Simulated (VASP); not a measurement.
Output of a VASP run:

OSZICAR:
```
       N       E                     dE             d eps       ncg     rms          rms(c)
DAV:   1     0.312512179757E+03    0.31251E+03   -0.15482E+04   484   0.121E+03
DAV:   2     0.153281348303E+02   -0.29718E+03   -0.29171E+03   560   0.317E+02
DAV:   3    -0.174484429679E+02   -0.32777E+02   -0.32721E+02   690   0.105E+02
DAV:   4    -0.184202927644E+02   -0.97185E+00   -0.97122E+00   655   0.182E+01
DAV:   5    -0.184572425687E+02   -0.36950E-01   -0.36945E-01   770   0.210E+00    0.246E+01
DAV:   6    -0.175064870166E+02    0.95076E+00   -0.16181E+00   551   0.579E+00    0.153E+01
DAV:   7    -0.172553337536E+02    0.25115E+00   -0.13447E+00   604   0.572E+00    0.208E+00
DAV:   8    -0.172303346094E+02    0.24999E-01   -0.13818E-01   574   0.214E+00    0.473E-01
DAV:   9    -0.172281836353E+02    0.21510E-02   -0.12668E-02   567   0.748E-01    0.337E-01
DAV:  10    -0.172273629735E+02    0.82066E-03   -0.82882E-03   502   0.611E-01    0.113E-01
DAV:  11    -0.172274417099E+02   -0.78736E-04   -0.70162E-04   672   0.173E-01    0.679E-02
DAV:  12    -0.172275079462E+02   -0.66236E-04   -0.66952E-05   516   0.596E-02    0.230E-02
DAV:  13    -0.172275231467E+02   -0.15201E-04   -0.31375E-05   544   0.386E-02    0.135E-02
DAV:  14    -0.172275244034E+02   -0.12568E-05   -0.21128E-06   478   0.110E-02    0.217E-03
DAV:  15    -0.172275244301E+02   -0.26606E-07   -0.16190E-07   398   0.359E-03
   1 F= -.17227524E+02 E0= -.17227524E+02  d E =-.123000E-11
```

OUTCAR:
```
------------------------ aborting loop because EDIFF is reached ----------------------------------------
  FORCE on cell =-STRESS in cart. coord.  units (eV):
  Direction    XX          YY          ZZ          XY          YZ          ZX
  --------------------------------------------------------------------------------------
  Total        4.7392029      4.7392029      4.7392029     -0.0000000      0.0000000     -0.0000000
  in kB       47.6410760     47.6410760     47.6410760     -0.0000000      0.0000000     -0.0000000
  external PRESSURE =      47.6410760 kB  Pullay stress =       0.0000000 kB
  volume of cell :      159.38
      direct lattice vectors                 reciprocal lattice vectors
     5.421816000  0.000000000  0.000000000     0.184440047  0.000000000  0.000000000
     0.000000000  5.421816000  0.000000000     0.000000000  0.184440047  0.000000000
     0.000000000  0.000000000  5.421816000     0.000000000  0.000000000  0.184440047
 POSITION                                       TOTAL-FORCE (eV/Angst)
 -----------------------------------------------------------------------------------
      0.00000      0.00000      0.00000         0.000000      0.000000      0.000000
      2.71091      2.71091      2.71091         0.000000      0.000000      0.000000
      0.00000      2.71091      2.71091         0.000000      0.000000      0.000000
      2.71091      2.71091      0.00000         0.000000      0.000000      0.000000
      2.71091      0.00000      2.71091         0.000000      0.000000      0.000000
 -----------------------------------------------------------------------------------
    total drift:                                0.000000      0.000000      0.000000
  FREE ENERGIE OF THE ION-ELECTRON SYSTEM (eV)
  ---------------------------------------------------
  free  energy   TOTEN  =       -17.2275244301 eV

  energy  without entropy=      -17.2275244301  energy(sigma->0) =      -17.22752443
```
(Selected blocks of OUTCAR.)

POSCAR:
```
NaSrCl3
1
    5.4218160000     0.0000000000     0.0000000000
    0.0000000000     5.4218160000     0.0000000000
    0.0000000000     0.0000000000     5.4218160000
Na Sr Cl
1 1 3
Direct
  0.0000000000   0.0000000000   0.0000000000
  0.5000000000   0.5000000000   0.5000000000
  0.0000000000   0.5000000000   0.5000000000
  0.5000000000   0.5000000000   0.0000000000
  0.5000000000   0.0000000000   0.5000000000
```

### Question
Reconstruct the remaining input files.

### Answer
Several could match; the one computed here: the input of the run itself, RPBE GGA, plane waves, VASP's PBE PAW potentials (set 64).

### KPOINTS
```
Automatic mesh
0
Gamma
4 4 4
0 0 0
```

INCAR:
```
SYSTEM=NaSrCl3
PREC=Accurate; ENCUT=400; LREAL=.False.
LASPH=.True.
EDIFF=1E-6; NELM=100; ALGO=Normal
LMAXMIX=4
ISMEAR=0; SIGMA=0.05
GGA=RP
ISIF=2
LWAVE=.False.; LCHARG=.False.
```

POTCAR, in this order: Na_pv Sr_sv Cl (PBE.64 set). Program: vasp_std.

The structure was generated: NaSrCl3 was put into the cubic-perovskite type (Pm-3m), which need not be its known phase. The cell was not relaxed at this level. The run is one of a series of settings (GGA = RP against the base run), some of them coarse on purpose.
